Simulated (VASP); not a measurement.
Computed with LDA (Ceperley-Alder, Perdew-Zunger), VASP's LDA PAW potentials (set 64) (plane waves; VASP).

VASP input:

### INCAR
```
ALGO  =  Normal
EDIFF  =  1E-6
ENCUT  =  300
ISIF  =  2
ISMEAR  =  -1
LASPH  =  .TRUE.
LCHARG  =  .FALSE.
LMAXMIX  =  4
LREAL  =  .FALSE.
LWAVE  =  .FALSE.
NELM  =  100
PREC  =  Accurate
SIGMA  =  0.05
SYSTEM  =  Bi2Te2Se
```

### KPOINTS
```
K-points
0
G
 4 4 4
0 0 0
```

POSCAR:
```
Bi2Te2Se
1
    2.1596730000     1.2468880000    10.5792190000
   -2.1596730000     1.2468880000    10.5792190000
    0.0000000000    -2.4937760000    10.5792190000
Bi Te Se
2 2 1
Direct
  0.6082830000   0.6082830000   0.6082830000
  0.3917170000   0.3917170000   0.3917170000
  0.2196000000   0.2196000000   0.2196000000
  0.7804000000   0.7804000000   0.7804000000
  0.0000000000   0.0000000000   0.0000000000
```

POTCAR, in this order: Bi_d Te Se (LDA.64 set). Program: vasp_std.

The resulting files:

File OUTCAR:
```
 ion  position               nearest neighbor table
   1  0.608  0.608  0.608-   3 3.05   3 3.05   3 3.05   5 3.11   5 3.11   5 3.11
   2  0.392  0.392  0.392-   4 3.05   4 3.05   4 3.05   5 3.11   5 3.11   5 3.11
   3  0.220  0.220  0.220-   1 3.05   1 3.05   1 3.05
   4  0.780  0.780  0.780-   2 3.05   2 3.05   2 3.05
   5  0.000  0.000  0.000-   1 3.11   1 3.11   2 3.11   2 3.11   1 3.11   2 3.11
  LATTYP: Found a trigonal (rhomboedric) cell.
 ALAT       =    10.8691670243
 COS(alpha) =     0.9210388298
 Subroutine PRICEL returns:
 Original cell was already a primitive cell.
 Subroutine GETGRP returns: Found 12 space group operations
The static configuration has the point symmetry D_3d.
The dynamic configuration has the point symmetry D_3d.
 Subroutine INISYM returns: Found 12 space group operations
 Subroutine IBZKPT returns following result:
 Found     13 irreducible k-points:

 Following reciprocal coordinates:
            Coordinates               Weight
  0.000000  0.000000  0.000000      1.000000
  0.250000 -0.000000  0.000000      6.000000
  0.500000 -0.000000  0.000000      3.000000
  0.250000  0.250000  0.000000      6.000000
  0.500000  0.250000  0.000000     12.000000
 -0.250000  0.250000  0.000000      6.000000
  0.500000  0.500000  0.000000      3.000000
  0.250000  0.250000  0.250000      2.000000
  0.500000  0.250000  0.250000      6.000000
 -0.250000  0.250000  0.250000      6.000000
  0.500000  0.500000  0.250000      6.000000
 -0.250000  0.500000  0.250000      6.000000
  0.500000  0.500000  0.500000      1.000000
   k-points           NKPTS =     13   k-points in BZ     NKDIM =     13   number of bands    NBANDS=     28
   number of dos      NEDOS =    301   number of ions     NIONS =      5
   total plane-waves  NPLWV = 262144
   dimension x,y,z NGX =    64 NGY =   64 NGZ =   64
   dimension x,y,z NGXF=   128 NGYF=  128 NGZF=  128
   ions per type =               2   2   1
   PREC   = accura    normal or accurate (medium, high low for compatibility)
   ISTART =      0    job   : 0-new  1-cont  2-samecut
   ICHARG =      2    charge: 1-file 2-atom 10-const
   ISPIN  =      1    spin polarized calculation?
   LNONCOLLINEAR =      F non collinear calculations
   LSORBIT =      F    spin-orbit coupling
   INIWAV =      1    electr: 0-lowe 1-rand  2-diag
   ENCUT  =  300.0 eV  22.05 Ry    4.70 a.u.  15.35 15.35 15.35*2*pi/ulx,y,z
   NELM   =    100;   NELMIN=  2; NELMDL= -5     # of ELM steps
   EDIFF  = 0.1E-05   stopping-criterion for ELM
   LREAL  =      F    real-space projection
   NLSPLINE    = F    spline interpolate recip. space projectors
   LMAXMIX     =    4 max onsite mixed and CHGCAR
   VOSKOWN=      0    Vosko Wilk Nusair interpolation
   EDIFFG = 0.1E-04   stopping-criterion for IOM
   NSW    =      0    number of steps for IOM
   NBLOCK =      1;   KBLOCK =      1    inner block; outer block
   IBRION =     -1    ionic relax: 0-MD 1-quasi-New 2-CG
   NFREE  =      0    steps in history (QN), initial steepest desc. (CG)
   ISIF   =      2    stress and relaxation
   ISYM   =      2    0-nonsym 1-usesym 2-fastsym
   TEIN   =    0.0    initial temperature
   TEBEG  =    0.0;   TEEND  =   0.0 temperature during run
   SMASS  =  -3.00    Nose mass-parameter (am)
   PSTRESS=    0.0 pullay stress
   NELECT =      48.0000    total number of electrons
   EFERMI =   0.00;   METHOD = LEGACY
   ISMEAR =    -1;   SIGMA  =   0.05  broadening in eV -4-tet -1-fermi 0-gaus
   IALGO  =     38    algorithm
   LDIAG  =      T    sub-space diagonalisation (order eigenvalues)
   IMIX   =      4    mixing-type and parameters
     AMIX     =   0.40;   BMIX     =  1.00
     AMIX_MAG =   1.60;   BMIX_MAG =  1.00
     AMIN     =   0.10
   GGA     = CA    functional components
   VOSKOWN =     0    Vosko Wilk Nusair interpolation
...
```

**OSZICAR**
```
       N       E                     dE             d eps       ncg     rms          rms(c)
DAV:   1     0.355983744273E+03    0.35598E+03   -0.16927E+04   776   0.113E+03
DAV:   2     0.136813924965E+02   -0.34230E+03   -0.33287E+03   812   0.338E+02
DAV:   3    -0.214278825774E+02   -0.35109E+02   -0.34341E+02   932   0.126E+02
DAV:   4    -0.226059600776E+02   -0.11781E+01   -0.11702E+01   904   0.243E+01
DAV:   5    -0.226422506312E+02   -0.36291E-01   -0.36249E-01  1008   0.387E+00    0.637E+00
DAV:   6    -0.221527959394E+02    0.48945E+00   -0.12350E+00   856   0.617E+00    0.468E+00
DAV:   7    -0.221519349626E+02    0.86098E-03   -0.38064E-01   932   0.245E+00    0.145E+00
DAV:   8    -0.221449191647E+02    0.70158E-02   -0.33527E-02   928   0.111E+00    0.523E-01
DAV:   9    -0.221448839860E+02    0.35179E-04   -0.74449E-03   780   0.446E-01    0.751E-02
DAV:  10    -0.221447647304E+02    0.11926E-03   -0.61613E-04   976   0.144E-01    0.447E-02
DAV:  11    -0.221447771636E+02   -0.12433E-04   -0.12420E-04   760   0.499E-02    0.303E-02
DAV:  12    -0.221447794340E+02   -0.22704E-05   -0.16962E-05   888   0.212E-02    0.690E-03
DAV:  13    -0.221447793677E+02    0.66279E-07   -0.85216E-07   484   0.743E-03
   1 F= -.22144779E+02 E0= -.22144534E+02  d E =-.491477E-03
```

### OUTCAR
```
------------------------ aborting loop because EDIFF is reached ----------------------------------------
  FORCE on cell =-STRESS in cart. coord.  units (eV):
  Direction    XX          YY          ZZ          XY          YZ          ZX
  --------------------------------------------------------------------------------------
  Total       -2.7318679     -2.7318688     -3.2066401      0.0000000      0.0000000      0.0000000
  in kB      -25.6064855    -25.6064942    -30.0566448      0.0000000      0.0000000      0.0000000
  external PRESSURE =     -27.0898748 kB  Pullay stress =       0.0000000 kB
  volume of cell :      170.93
      direct lattice vectors                 reciprocal lattice vectors
     2.159673000  1.246888000 10.579219000     0.231516531  0.133666108  0.031508312
    -2.159673000  1.246888000 10.579219000    -0.231516531  0.133666108  0.031508312
     0.000000000 -2.493776000 10.579219000     0.000000000 -0.267332217  0.031508312
 POSITION                                       TOTAL-FORCE (eV/Angst)
 -----------------------------------------------------------------------------------
      0.00000      0.00000     19.30548         0.000000      0.000000     -0.010115
      0.00000      0.00000     12.43218         0.000000      0.000000      0.010115
      0.00000      0.00000      6.96959         0.000000      0.000000      0.130211
      0.00000      0.00000     24.76807         0.000000     -0.000000     -0.130211
      0.00000      0.00000      0.00000         0.000000      0.000000      0.000000
 -----------------------------------------------------------------------------------
    total drift:                               -0.000000      0.000000      0.000000
  FREE ENERGIE OF THE ION-ELECTRON SYSTEM (eV)
  ---------------------------------------------------
  free  energy   TOTEN  =       -22.1447793677 eV

  energy  without entropy=      -22.1442878903  energy(sigma->0) =      -22.14453363
```
(Selected blocks of OUTCAR.)

At this cut-off the stress carries a Pulay error, which pulls relaxed volumes low.

The structure comes from a computed database's Bi2Te2Se entry; how it stands against other phases isn't given here. The cell was not relaxed at this level. The k-mesh is coarse (spacing up to 0.42 per Å, 2π included), so the numbers may not be converged in it.
